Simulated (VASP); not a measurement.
Computed with revTPSS meta-GGA, VASP's PBE PAW potentials (set 64) (plane waves; VASP 6.6.1).

VASP ran on this input.

### INCAR
```
SYSTEM=Tm
PREC=Accurate; ENCUT=520; LREAL=F
LASPH=T
EDIFF=1E-7; NELM=100; ALGO=Normal
LMAXMIX=6; LMIXTAU=T
ISMEAR=-5
METAGGA=RTPSS
ISIF=2
LWAVE=F; LCHARG=F; LORBIT=11
NEDOS=601
```

File KPOINTS_OPT:
```
k-points along high-symmetry lines
6
Line-mode
Reciprocal
  0.000000   0.000000   0.000000 ! GAMMA
 -0.000000   0.500000   0.000000 ! M

 -0.000000   0.500000   0.000000 ! M
 -0.333333   0.666667   0.000000 ! K

 -0.333333   0.666667   0.000000 ! K
  0.000000   0.000000   0.000000 ! GAMMA

  0.000000   0.000000   0.000000 ! GAMMA
  0.000000   0.000000   0.500000 ! A

  0.000000   0.000000   0.500000 ! A
 -0.000000   0.500000   0.500000 ! L

 -0.000000   0.500000   0.500000 ! L
 -0.333333   0.666667   0.500000 ! H

 -0.333333   0.666667   0.500000 ! H
  0.000000   0.000000   0.500000 ! A

 -0.000000   0.500000   0.500000 ! L
 -0.000000   0.500000   0.000000 ! M

 -0.333333   0.666667   0.500000 ! H
 -0.333333   0.666667   0.000000 ! K
```

KPOINTS:
```
K-points
0
G
13 13 8
```

POSCAR:
```
Tm
5.4370430
  0.3229900340  -0.5594351618   0.0000000000
  0.3229900340   0.5594351618   0.0000000000
  0.0000000000   0.0000000000   0.9999999782
Tm
2
direct
  0.3333330000   0.6666670000   0.2500000000
  0.6666670000   0.3333330000   0.7500000000
```

POTCAR, in this order: Tm_3 (PBE.64 set). Program: vasp_std.

Output of the run:

OSZICAR:
```
...
DAV:  13     0.601435273801E+02   -0.55404E-01   -0.63683E-01  3078   0.356E+00    0.638E-01
DAV:  14     0.611110152694E+02    0.96749E+00   -0.20763E+02  2730   0.375E+03    0.482E-01
DAV:  15    -0.122569373613E+03   -0.18368E+03   -0.17773E+03  4506   0.886E+00    0.650E+00
DAV:  16     0.600829794266E+02    0.18265E+03   -0.80639E+02  2755   0.625E+01    0.535E-01
DAV:  17     0.614898831765E+02    0.14069E+01   -0.24651E+02  2735   0.458E+03    0.668E-01
DAV:  18    -0.102440445335E+06   -0.10250E+06   -0.11871E+06  3176   0.217E+06    0.700E+00
DAV:  19     0.602930788014E+02    0.10250E+06   -0.79110E+02  2815   0.554E+01    0.142E+00
DAV:  20     0.602284031754E+02   -0.64676E-01   -0.98508E-02  2934   0.980E+00    0.865E-01
DAV:  21     0.600147350319E+02   -0.21367E+00   -0.89638E-01  2975   0.802E+00    0.759E-01
DAV:  22     0.599026524062E+02   -0.11208E+00   -0.26008E-01  2849   0.727E+00    0.813E-01
DAV:  23     0.598931161998E+02   -0.95362E-02   -0.12167E-01  2770   0.583E+00    0.825E-01
DAV:  24     0.599320073990E+02    0.38891E-01   -0.19344E-01  2750   0.699E+00    0.845E-01
DAV:  25     0.599030806707E+02   -0.28927E-01   -0.82800E-02  2750   0.479E+00    0.860E-01
DAV:  26     0.598384992849E+02   -0.64581E-01   -0.62522E-02  2750   0.413E+00    0.852E-01
DAV:  27     0.599299113548E+02    0.91412E-01   -0.17294E-01  2740   0.691E+00    0.828E-01
DAV:  28     0.598371582731E+02   -0.92753E-01   -0.22451E-01  2735   0.717E+00    0.855E-01
DAV:  29     0.597460762484E+02   -0.91082E-01   -0.59656E-02  2730   0.391E+00    0.869E-01
DAV:  30     0.598032580068E+02    0.57182E-01   -0.96191E-02  2730   0.490E+00    0.859E-01
DAV:  31     0.597734257218E+02   -0.29832E-01   -0.12510E-01  2730   0.571E+00    0.952E-01
DAV:  32     0.597784144116E+02    0.49887E-02   -0.38095E-02  2730   0.339E+00    0.977E-01
DAV:  33     0.597856955245E+02    0.72811E-02   -0.97907E-03  2840   0.175E+00    0.981E-01
DAV:  34     0.598130782265E+02    0.27383E-01   -0.40814E-02  2745   0.340E+00    0.986E-01
DAV:  35     0.599473815845E+02    0.13430E+00   -0.11349E-01  2730   0.590E+00    0.100E+00
DAV:  36     0.600903484157E+02    0.14297E+00   -0.31753E-01  2730   0.983E+00    0.106E+00
DAV:  37     0.597074056047E+02   -0.38294E+00   -0.28666E-01  2730   0.823E+00    0.979E-01
DAV:  38     0.598403049723E+02    0.13290E+00   -0.15682E-01  2730   0.626E+00    0.849E-01
DAV:  39     0.600746343312E+02    0.23433E+00   -0.17887E-01  2730   0.693E+00    0.821E-01
DAV:  40     0.606548563321E+02    0.58022E+00   -0.10517E+00  2730   0.145E+01    0.415E-01
DAV:  41     0.602655134538E+02   -0.38934E+00   -0.48017E-01  2730   0.882E+00    0.774E-01
DAV:  42     0.602721322435E+02    0.66188E-02   -0.95905E-03  3871   0.132E+00    0.539E-01
DAV:  43     0.602605793269E+02   -0.11553E-01   -0.14821E-03  2925   0.384E-01    0.335E-01
DAV:  44     0.602494063059E+02   -0.11173E-01   -0.35732E-04  3484   0.164E-01    0.337E-01
DAV:  45     0.602465080874E+02   -0.28982E-02   -0.34026E-05  4042   0.540E-02    0.348E-01
DAV:  46     0.602473583216E+02    0.85023E-03   -0.40882E-06  3406   0.172E-02    0.341E-01
DAV:  47     0.602687661428E+02    0.21408E-01   -0.11986E-03  2740   0.271E-01    0.218E-01
DAV:  48     0.602700544222E+02    0.12883E-02   -0.10398E-03  2840   0.290E-01    0.201E-01
DAV:  49     0.603086009897E+02    0.38547E-01   -0.18602E-01  2730   0.715E+00    0.315E-01
DAV:  50     0.603158255316E+02    0.72245E-02   -0.80418E-02  2730   0.458E+00    0.340E-01
DAV:  51     0.602638327252E+02   -0.51993E-01   -0.88528E-02  2730   0.384E+00    0.390E-01
DAV:  52     0.602659916825E+02    0.21590E-02   -0.55770E-04  3448   0.311E-01    0.369E-01
DAV:  53     0.602630478731E+02   -0.29438E-02   -0.13816E-04  2730   0.142E-01    0.344E-01
DAV:  54     0.602623970005E+02   -0.65087E-03   -0.81281E-05  2740   0.106E-01    0.265E-01
DAV:  55     0.602619160412E+02   -0.48096E-03   -0.43725E-05  3120   0.802E-02    0.271E-01
DAV:  56     0.602617042400E+02   -0.21180E-03   -0.12035E-04  3221   0.127E-01    0.133E-01
DAV:  57     0.602615373431E+02   -0.16690E-03   -0.16392E-05  2740   0.527E-02    0.155E-01
DAV:  58     0.602618160729E+02    0.27873E-03   -0.39284E-05  2735   0.745E-02    0.153E-01
DAV:  59     0.602614111004E+02   -0.40497E-03   -0.53829E-05  2730   0.913E-02    0.120E-01
DAV:  60     0.602614402900E+02    0.29190E-04   -0.61201E-06  2770   0.284E-02    0.131E-01
DAV:  61     0.602618449154E+02    0.40463E-03   -0.15387E-04  2730   0.150E-01    0.197E-01
DAV:  62     0.602616575266E+02   -0.18739E-03   -0.27745E-05  2730   0.675E-02    0.145E-01
DAV:  63     0.602617383712E+02    0.80845E-04   -0.88009E-05  3967   0.113E-01    0.874E-02
DAV:  64     0.602614839114E+02   -0.25446E-03   -0.10008E-04  2730   0.129E-01    0.103E-01
DAV:  65     0.602614683485E+02   -0.15563E-04   -0.29041E-06  4300   0.222E-02    0.106E-01
DAV:  66     0.602615525335E+02    0.84185E-04   -0.40650E-05  2730   0.773E-02    0.929E-02
DAV:  67     0.602614319677E+02   -0.12057E-03   -0.57393E-05  3338   0.915E-02    0.788E-02
DAV:  68     0.602615347845E+02    0.10282E-03   -0.28621E-05  2730   0.659E-02    0.821E-02
DAV:  69     0.602615349196E+02    0.13518E-06   -0.25754E-07  3305   0.557E-03    0.820E-02
DAV:  70     0.602615332991E+02   -0.16205E-05   -0.51018E-08  1600   0.372E-03    0.814E-02
DAV:  71     0.602616395713E+02    0.10627E-03   -0.52993E-05  3735   0.824E-02    0.955E-02
DAV:  72     0.602613941241E+02   -0.24545E-03   -0.45784E-05  2730   0.887E-02    0.119E-01
DAV:  73     0.602613532829E+02   -0.40841E-04   -0.15784E-05  2730   0.481E-02    0.124E-01
DAV:  74     0.602613459233E+02   -0.73596E-05   -0.20639E-07  3325   0.446E-03    0.125E-01
DAV:  75     0.602613513714E+02    0.54481E-05   -0.60945E-06  2878   0.300E-02    0.112E-01
DAV:  76     0.602618898831E+02    0.53851E-03   -0.25409E-04  3975   0.183E-01    0.853E-02
DAV:  77     0.602618671788E+02   -0.22704E-04   -0.11617E-04  2762   0.123E-01    0.764E-02
DAV:  78     0.602614453106E+02   -0.42187E-03   -0.14915E-04  2730   0.160E-01    0.753E-02
DAV:  79     0.602614758906E+02    0.30580E-04   -0.74969E-05  2730   0.107E-01    0.763E-02
DAV:  80     0.602613505736E+02   -0.12532E-03   -0.17025E-05  2730   0.501E-02    0.783E-02
DAV:  81     0.602622318824E+02    0.88131E-03   -0.25545E-04  2730   0.204E-01    0.132E-01
DAV:  82     0.602618997964E+02   -0.33209E-03   -0.19546E-05  2730   0.620E-02    0.143E-01
DAV:  83     0.602619145814E+02    0.14785E-04   -0.26835E-05  2730   0.701E-02    0.146E-01
DAV:  84     0.602619602760E+02    0.45695E-04   -0.33321E-06  2730   0.208E-02    0.151E-01
DAV:  85     0.602618016091E+02   -0.15867E-03   -0.10901E-05  2730   0.414E-02    0.165E-01
DAV:  86     0.602620319057E+02    0.23030E-03   -0.10011E-04  2730   0.145E-01    0.170E-01
DAV:  87     0.602616130360E+02   -0.41887E-03   -0.37792E-05  2730   0.805E-02    0.157E-01
DAV:  88     0.602616119533E+02   -0.10827E-05   -0.41912E-06  2730   0.258E-02    0.156E-01
DAV:  89     0.602617112119E+02    0.99259E-04   -0.12486E-05  2730   0.464E-02    0.154E-01
DAV:  90     0.602617980212E+02    0.86809E-04   -0.32854E-05  2730   0.786E-02    0.140E-01
DAV:  91     0.603209774392E+02    0.59179E-01   -0.13518E-01  2730   0.612E+00    0.180E-01
DAV:  92     0.602706039532E+02   -0.50373E-01   -0.85890E-02  2730   0.438E+00    0.156E-01
DAV:  93     0.602892826081E+02    0.18679E-01   -0.50423E-02  2730   0.335E+00    0.175E-01
DAV:  94     0.602865668313E+02   -0.27158E-02   -0.11655E-02  2730   0.172E+00    0.149E-01
DAV:  95     0.602597827776E+02   -0.26784E-01   -0.21016E-02  2730   0.200E+00    0.135E-01
DAV:  96     0.602667177693E+02    0.69350E-02   -0.16483E-02  2730   0.185E+00    0.114E-01
DAV:  97     0.602800285197E+02    0.13311E-01   -0.34687E-02  2730   0.309E+00    0.127E-01
DAV:  98     0.602528330612E+02   -0.27195E-01   -0.30744E-02  2730   0.267E+00    0.124E-01
DAV:  99     0.602843560100E+02    0.31523E-01   -0.36225E-02  2730   0.298E+00    0.102E-01
DAV: 100     0.602672671946E+02   -0.17089E-01   -0.24769E-02  2730   0.233E+00
   1 F= 0.60267267E+02 E0= 0.60267267E+02  d E =0.000000E+00
       N       E                     dE             ncg
```

OUTCAR:
```
------------------------ aborting loop EDIFF was not reached (unconverged)  ----------------------------
  FORCE on cell =-STRESS in cart. coord.  units (eV):
  Direction    XX          YY          ZZ          XY          YZ          ZX
  --------------------------------------------------------------------------------------
  Total       -0.1078137     -0.1078137      0.0216126     -0.0000000      0.0000000      0.0000000
  in kB       -2.9739071     -2.9739072      0.5961561     -0.0000000      0.0000000      0.0000000
  external PRESSURE =      -1.7838861 kB  Pullay stress =       0.0000000 kB
  volume of cell :       58.08
      direct lattice vectors                 reciprocal lattice vectors
     1.756110703 -3.041673031  0.000000000     0.284720091 -0.164383218  0.000000000
     1.756110703  3.041673031  0.000000000     0.284720091  0.164383218  0.000000000
     0.000000000  0.000000000  5.437042882     0.000000000  0.000000000  0.183923508
 POSITION                                       TOTAL-FORCE (eV/Angst)
 -----------------------------------------------------------------------------------
      1.75611      1.01389      1.35926        -0.000000      0.000000      0.000000
      1.75611     -1.01389      4.07778         0.000000     -0.000000      0.000000
 -----------------------------------------------------------------------------------
    total drift:                                0.000001      0.000069     -0.000011
  FREE ENERGIE OF THE ION-ELECTRON SYSTEM (eV)
  ---------------------------------------------------
  free  energy   TOTEN  =        60.2672671946 eV

  energy  without entropy=       60.2672671946  energy(sigma->0) =       60.26726719

 total charge

# of ion       s       p       d       tot
------------------------------------------
    1        0.556   6.593   1.074   8.223
    2        0.556   6.593   1.074   8.223
--------------------------------------------------
tot          1.111  13.185   2.149  16.446
```
(Selected blocks of OUTCAR.)

stdout:
```
...
|     convergence or switching to a different ALGO or adjusting the           |
|     density mixing parameters otherwise.                                    |
|                                                                             |
 -----------------------------------------------------------------------------

   1 F= 0.60267267E+02 E0= 0.60267267E+02  d E =0.000000E+00

 -----------------------------------------------------------------------------
|                                                                             |
|           W    W    AA    RRRRR   N    N  II  N    N   GGGG   !!!           |
|           W    W   A  A   R    R  NN   N  II  NN   N  G    G  !!!           |
|           W    W  A    A  R    R  N N  N  II  N N  N  G       !!!           |
|           W WW W  AAAAAA  RRRRR   N  N N  II  N  N N  G  GGG   !            |
|           WW  WW  A    A  R   R   N   NN  II  N   NN  G    G                |
|           W    W  A    A  R    R  N    N  II  N    N   GGGG   !!!           |
|                                                                             |
|     Changing the smearing to ISMEAR=1 (the default) for those parts of      |
|     this job that use k-points specified in line-mode.                      |
|                                                                             |
 -----------------------------------------------------------------------------

 Start KPOINTS_OPT (optional k-point list driver)
k-point batch [1-54\54]
       N       E                     dE             ncg

 -----------------------------------------------------------------------------
|                                                                             |
|           W    W    AA    RRRRR   N    N  II  N    N   GGGG   !!!           |
|           W    W   A  A   R    R  NN   N  II  NN   N  G    G  !!!           |
|           W    W  A    A  R    R  N N  N  II  N N  N  G       !!!           |
|           W WW W  AAAAAA  RRRRR   N  N N  II  N  N N  G  GGG   !            |
|           WW  WW  A    A  R   R   N   NN  II  N   NN  G    G                |
|           W    W  A    A  R    R  N    N  II  N    N   GGGG   !!!           |
|                                                                             |
|     Tetrahedron method does not include variations of the Fermi             |
|     occupations, so forces and stress will be inaccurate. We suggest        |
|     using a different smearing scheme ISMEAR = 1 or 2 for metals in         |
|     relaxations.                                                            |
|                                                                             |
 -----------------------------------------------------------------------------
```

Convergence was not reached.

The 4f electrons are frozen in the core of the lanthanide potential, so 4f levels, which can set the real gap, and their magnetism are missing. For a metal the tetrahedron method with Blöchl corrections gives inexact stress and forces.

The compound is Tm in the hcp structure. It was relaxed first.
